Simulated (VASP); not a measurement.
A run of VASP 6.6.1 is set up as follows.

File INCAR:

```
PREC     = Accurate       # precision mode
ENCUT    = 520            # plane-wave cutoff, eV
EDIFF    = 1E-8           # SCF threshold, eV
ISMEAR   = -1             # smearing method
SIGMA    = 0.01           # smearing width, eV
LREAL    = Auto         
LASPH    = T              # aspherical terms in the spheres
NELM     = 100            # most SCF steps
ALGO     = Fast           # electronic algorithm
ISIF     = 2              # what is computed and relaxed
LWAVE    = F              # write WAVECAR
LCHARG   = F              # write CHGCAR
GGA      = PE             # functional
LEFG     = T            
NBANDS   = 82             # bands
```

The input KPOINTS:

```
Automatic mesh
0
Gamma
  3 3 3
```

File POSCAR:

```
Si7CO16
1.0
    0.0000000000      4.9820000000      6.9630000000
    4.9820000000      0.0000000000      6.9630000000
    4.9820000000      4.9820000000      0.0000000000
C Si O
1 7 16
Direct
    0.0000000000      0.0000000000      0.2989700000
    0.5000000000      0.5000000000      0.7989700000
    0.4239700000      0.8260300000      0.3750000000
    0.9239700000      0.3260300000      0.8750000000
    0.2500000000      0.2500000000      0.4510300000
    0.7500000000      0.7500000000      0.9510300000
    0.0760300000      0.6739700000      0.1250000000
    0.5760300000      0.1739700000      0.6250000000
    0.0208550000      0.1572750000      0.0826150000
    0.5208550000      0.6572750000      0.5826150000
    0.3857450000      0.0423850000      0.3541450000
    0.8857450000      0.5423850000      0.8541450000
    0.4072750000      0.2708550000      0.4892550000
    0.9072750000      0.7708550000      0.9892550000
    0.2923850000      0.6357450000      0.9677250000
    0.7923850000      0.1357450000      0.4677250000
    0.1142550000      0.4576150000      0.2822750000
    0.6142550000      0.9576150000      0.7822750000
    0.0927250000      0.2291450000      0.6673850000
    0.5927250000      0.7291450000      0.1673850000
    0.2076150000      0.8642550000      0.3958550000
    0.7076150000      0.3642550000      0.8958550000
    0.4791450000      0.3427250000      0.7607450000
    0.9791450000      0.8427250000      0.2607450000
```

Potentials or basis: VASP PAW PBE potentials, release 64 (C, Si, O).

The run is started by

```bash
$ cat potpaw_PBE.64/C/POTCAR potpaw_PBE.64/Si/POTCAR potpaw_PBE.64/O/POTCAR > POTCAR
$ mpirun -np 1 vasp_std > vasp.out
```

(1) What does it give for the largest force?

(2) Predict the band gap on the k mesh.

(3) Predict the pressure.

Results:

(1) 6.357 eV/Å.

(2) 4.21 eV, direct.

(3) 0.2 GPa.
